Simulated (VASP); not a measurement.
# BaOs (P-6m2) in VASP: density of states with PBE

Aim: the density of states of BaOs with PBE.

Everything below comes from runs of VASP 6.6.1. Logs are shortened: lines on timing, memory, paths and dates and some standing lists are left out, and cuts for length are marked.

### Step 1. The structure

It takes space group P-6m2 (No. 187, hexagonal). The conventional cell has a = 3.202 Å, b = 3.202 Å, c = 5.212 Å, α = 90.00°, β = 90.00°, γ = 120.00°. Ba (site symmetry -6m2) is surrounded by 6 Os at 3.20 Å and 6 Ba at 3.20 Å. Os (site symmetry -6m2) is surrounded by 6 Ba at 3.20 Å and 6 Os at 3.20 Å.

The cell was built by a generator and needn't be a form met in nature.

### Step 2. Density of states, PBE

The input, POSCAR:

```
BaOs
1.0
    3.2021988759      0.0000000000      0.0000000000
   -1.6010994380      2.7731855745      0.0000000000
    0.0000000000      0.0000000000      5.2121555030
Ba Os
1 1
Direct
    0.3333333333      0.6666666667      0.5000000000
    0.0000000000      0.0000000000      0.0000000000
```

The input, INCAR.step1:

```
SYSTEM = BaOs
ALGO = Fast
EDIFF = 1E-6
ENCUT = 520
GGA = PE
ISIF = 2
ISMEAR = 0
LASPH = .True.
LCHARG = .True.
LMAXMIX = 4
LREAL = .False.
LWAVE = .False.
NBANDS = 16
NELM = 100
PREC = Accurate
SIGMA = 0.1
```

The input, KPOINTS.step1:

```
k-points
0
Gamma
  21 21 10
  0 0 0
```

The input, INCAR.step2:

```
SYSTEM = BaOs
ALGO = Fast
EDIFF = 1E-6
ENCUT = 520
GGA = PE
ICHARG = 11
ISIF = 2
ISMEAR = -5
LASPH = .True.
LCHARG = .False.
LMAXMIX = 4
LORBIT = 11
LREAL = .False.
LWAVE = .False.
NBANDS = 16
NEDOS = 1001
NELM = 100
PREC = Accurate
SIGMA = 0.1
```

The input, KPOINTS.step2:

```
k-points
0
Gamma
  32 32 15
  0 0 0
```

Potentials or basis: VASP PAW PBE potentials, release 64 (Ba_sv, Os).

Run with:

```sh
$ cat potpaw_PBE.64/Ba_sv/POTCAR potpaw_PBE.64/Os/POTCAR > POTCAR
$ cp INCAR.step1 INCAR
$ cp KPOINTS.step1 KPOINTS
$ mpirun -np 1 vasp_std > vasp.out
$ cp INCAR.step2 INCAR
$ cp KPOINTS.step2 KPOINTS
$ mpirun -np 1 vasp_std > vasp.out
```

OUTCAR:

```text
SYSTEM = BaOs
   EDIFF = 1E-6
   ENCUT = 520
   GGA = PE
   ICHARG = 11
   ISIF = 2
   ISMEAR = -5
   LASPH = .True.
   LORBIT = 11
   LREAL = .False.
   NELM = 100
   PREC = Accurate

 ion  position               nearest neighbor table
   1  0.333  0.667  0.500-   2 3.20   2 3.20   2 3.20   2 3.20   2 3.20   2 3.20
   2  0.000  0.000  0.000-   1 3.20   1 3.20   1 3.20   1 3.20   1 3.20   1 3.20

  LATTYP: Found a hexagonal cell.
 ALAT       =     3.2021988759
 C/A-ratio  =     1.6276801364

  Lattice vectors:

 A1 = (   3.2021988759,   0.0000000000,   0.0000000000)
 A2 = (  -1.6010994380,   2.7731855745,   0.0000000000)
 A3 = (   0.0000000000,   0.0000000000,   5.2121555030)

Analysis of symmetry for initial positions (statically):
=====================================================================
 Subroutine PRICEL returns:
 Original cell was already a primitive cell.

 Routine SETGRP: Setting up the symmetry group for a
 hexagonal supercell.

 Subroutine GETGRP returns: Found 12 space group operations
 (whereof 12 operations were pure point group operations)
 out of a pool of 24 trial point group operations.

The static configuration has the point symmetry D_3h.

Analysis of symmetry for dynamics (positions and initial velocities):
=====================================================================
 Subroutine PRICEL returns:
 Original cell was already a primitive cell.

 Routine SETGRP: Setting up the symmetry group for a
 hexagonal supercell.

 Subroutine GETGRP returns: Found 12 space group operations
 (whereof 12 operations were pure point group operations)
 out of a pool of 24 trial point group operations.

The dynamic configuration has the point symmetry D_3h.

 Subroutine INISYM returns: Found 12 space group operations
 (whereof 12 operations are pure point group operations),
 and found     1 'primitive' translations

----------------------------------------------------------------------------------------

                                     Primitive cell

  volume of cell :      46.2855

  direct lattice vectors                    reciprocal lattice vectors
     3.202198876  0.000000000  0.000000000     0.312285413  0.180298068  0.000000000
    -1.601099438  2.773185574  0.000000000     0.000000000  0.360596135  0.000000000
     0.000000000  0.000000000  5.212155503     0.000000000  0.000000000  0.191859203

  length of vectors
     3.202198876  3.202198876  5.212155503     0.360596135  0.360596135  0.191859203

  position of ions in fractional coordinates (direct lattice)
     0.333333333  0.666666667  0.500000000
     0.000000000  0.000000000  0.000000000

[... 89 lines left out ...]
   NELECT =      18.0000    total number of electrons
   NUPDOWN=      -1.0000    fix difference up-down
   EMIN   =  10.00;   EMAX   =-10.00  energy-range for DOS
   EFERMI =   0.00;   METHOD = LEGACY
   ISMEAR =    -5;   SIGMA  =   0.10  broadening in eV -4-tet -1-fermi 0-gaus
   EFERMI_NEDOS =   21; number of points for ismear=-14 and -15
   IALGO  =     68    algorithm
   IMIX   =      4    mixing-type and parameters
     AMIX     =   0.40;   BMIX     =  1.00
     AMIX_MAG =   1.60;   BMIX_MAG =  1.00
  volume/ion in A,a.u.               =      23.14       156.17
  Fermi-wavevector in a.u.,A,eV,Ry     =   1.194953  2.258134 19.427929  1.427913
  Thomas-Fermi vector in A             =   2.330930
   LORBIT       =     11    0 simple, 1 ext, 2 COOP (PROOUT), +10 PAW based schemes
   GGA     = PE    functional components
   LHFCALC =     F    Hartree Fock is set to
   AEXX    =    0.0000 exact exchange contribution
   IVDW    =     0    specifies the selected vdW correction
   LEPSILON=     F    determine dielectric tensor
   LRPA    =     F    only Hartree local field effects (RPA)
 non-spin polarized calculation
 RMM-DIIS sequential band-by-band and
 Fermi weights with tetrahedron method with Bloechl corrections
  energy-cutoff  :      520.00
  volume of cell :       46.29
 maximum number of plane-waves:      1272
 NGX is ok and might be reduce to    24

 number of electron      17.9999998 magnetization

 Free energy of the ion-electron system (eV)
  ---------------------------------------------------
  ext. energy  EPLUGINS =         0.00000000
  ---------------------------------------------------
  free energy    TOTEN  =        -9.84964454 eV

  energy without entropy =       -9.84964454  energy(sigma->0) =       -9.84964454

 E-fermi :   5.1161     XC(G=0): -11.3078

 val. band max:        5.1452430338   @ k =   0.4375   0.1250   0.3333
 cond. band min:       5.0962492393   @ k =   0.3438   0.0625   0.4667
 fundamental gap:     -0.0489937944
 Fermi energy:         5.1161495036

 k-point     1 :       0.0000    0.0000    0.0000
  band No.  band energies     occupation
      1     -23.3643      2.00000
      2      -8.4185      2.00000
      3      -5.9758      2.00000
      4      -5.9758      2.00000
      5      -0.5237      2.00000
      6       3.2045      2.00000
[... 433 lines left out ...]
      3      -8.0224      2.00000
      4      -6.5493      2.00000
      5       0.8643      2.00000
      6       3.3250      2.00000
[... 8 lines left out ...]
     15      13.0758      0.00000
     16      15.0802      0.00000

 [... further k-points ...]

------------------------ aborting loop because EDIFF is reached ----------------------------------------

  FORCE on cell =-STRESS in cart. coord.  units (eV):
  Direction    XX          YY          ZZ          XY          YZ          ZX
  --------------------------------------------------------------------------------------
  -------------------------------------------------------------------------------------
  Total        0.8846572      0.8846572      1.0825601     -0.0000000      0.0000000     -0.0000000
  in kB       30.6225259     30.6225259     37.4729603     -0.0000000      0.0000000     -0.0000000
  external PRESSURE =      32.9060040 kB  Pullay stress =       0.0000000 kB

 VOLUME and BASIS-vectors are now :
 -----------------------------------------------------------------------------
  energy-cutoff  :      520.00
  volume of cell :       46.29
      direct lattice vectors                 reciprocal lattice vectors
     3.202198876  0.000000000  0.000000000     0.312285413  0.180298068  0.000000000
    -1.601099438  2.773185574  0.000000000     0.000000000  0.360596135  0.000000000
     0.000000000  0.000000000  5.212155503     0.000000000  0.000000000  0.191859203

 POSITION                                       TOTAL-FORCE (eV/Angst)
 -----------------------------------------------------------------------------------
     -0.00000      1.84879      2.60608        -0.000000     -0.000000      0.000000
      0.00000      0.00000      0.00000         0.000000      0.000000      0.000000
 -----------------------------------------------------------------------------------
    total drift:                                0.000238     -0.000137     -0.000000

  FREE ENERGIE OF THE ION-ELECTRON SYSTEM (eV)
  ---------------------------------------------------
  free  energy   TOTEN  =        -9.8496445356 eV

  energy  without entropy=       -9.8496445356  energy(sigma->0) =       -9.84964454

 total charge

# of ion       s       p       d       tot
------------------------------------------
    1        2.051   5.515   0.810   8.376
    2        0.603   0.257   5.918   6.778
--------------------------------------------------
tot          2.655   5.772   6.729  15.155
```

It took 7.3 min on 1 thread of Intel Xeon Platinum 8488C (Sapphire Rapids), shared host; peak memory 0.74 GiB.

What came out:

```
Valence electrons inside the program's atomic spheres : Ba 8.38; Os 6.78
```

States per cell in windows of 1 eV (zero at the Fermi level; states under -8 eV left out):
| from (eV) | total | Os2_d | Ba1_d | Os2_p | Os2_s | Ba1_p | Ba1_s |
| --- | --- | --- | --- | --- | --- | --- | --- |
| -8.0 | 0.00 | 0.00 | 0.00 | 0.00 | 0.00 | 0.00 | 0.00 |
| -7.0 | 0.00 | 0.00 | 0.00 | 0.00 | 0.00 | 0.00 | 0.00 |
| -6.0 | 0.05 | 0.00 | 0.00 | 0.00 | 0.02 | 0.00 | 0.00 |
| -5.0 | 0.24 | 0.03 | 0.01 | 0.01 | 0.09 | 0.01 | 0.00 |
| -4.0 | 1.13 | 0.35 | 0.09 | 0.03 | 0.24 | 0.03 | 0.01 |
| -3.0 | 1.38 | 0.70 | 0.17 | 0.03 | 0.08 | 0.02 | 0.01 |
| -2.0 | 3.73 | 2.37 | 0.26 | 0.09 | 0.09 | 0.07 | 0.05 |
| -1.0 | 3.56 | 2.49 | 0.25 | 0.08 | 0.06 | 0.08 | 0.02 |
| 0.0 | 1.79 | 1.09 | 0.29 | 0.05 | 0.01 | 0.03 | 0.02 |
| 1.0 | 2.14 | 0.79 | 0.64 | 0.11 | 0.02 | 0.06 | 0.05 |
| 2.0 | 1.50 | 0.42 | 0.45 | 0.10 | 0.05 | 0.06 | 0.03 |
| 3.0 | 1.26 | 0.25 | 0.45 | 0.08 | 0.06 | 0.05 | 0.03 |
| 4.0 | 1.27 | 0.18 | 0.48 | 0.07 | 0.10 | 0.06 | 0.02 |
| 5.0 | 1.59 | 0.20 | 0.63 | 0.14 | 0.05 | 0.07 | 0.02 |
| 6.0 | 1.03 | 0.11 | 0.48 | 0.07 | 0.03 | 0.03 | 0.01 |
| 7.0 | 1.47 | 0.14 | 0.68 | 0.12 | 0.06 | 0.04 | 0.02 |

Caveat: tetrahedron occupations give inexact forces and stress in metals. Spin-orbit coupling is left out, which matters for the levels of Ba, Os.
